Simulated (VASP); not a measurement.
Ru (hcp) relaxed at rising pressure, in one space group throughout; other phases were not tried. The pressures are those reached. Method: PBEsol GGA, VASP's PBE PAW potentials (set 64) (plane waves; VASP).

```
P (GPa)  V (Å³/atom)   k-mesh
-------  -----------  -------
-0.02         13.314  15×15×9
5.12          13.129  16×16×9
9.92          12.967  16×16×9
20.16         12.653  16×16×9
29.91         12.391  16×16×9
```

A change of mesh leaves a small step in the series.

Question: Fit an equation of state and predict the volume at 45.16 GPa.

Answer: Least squares on the third-order Birch-Murnaghan form, P = (3B0/2)(y⁷ − y⁵)[1 + (3/4)(B′ − 4)(y² − 1)] with y = (V0/V)^(1/3), gives V0 = 13.314 Å³/atom, B0 = 353 GPa and B′ = 4.6, and so 12.030 Å³/atom. The run gave 12.033 Å³/atom, +0.0 % from the fit.

Pressures at which the relaxation failed are left out.

The compound is Ru in the hcp structure.
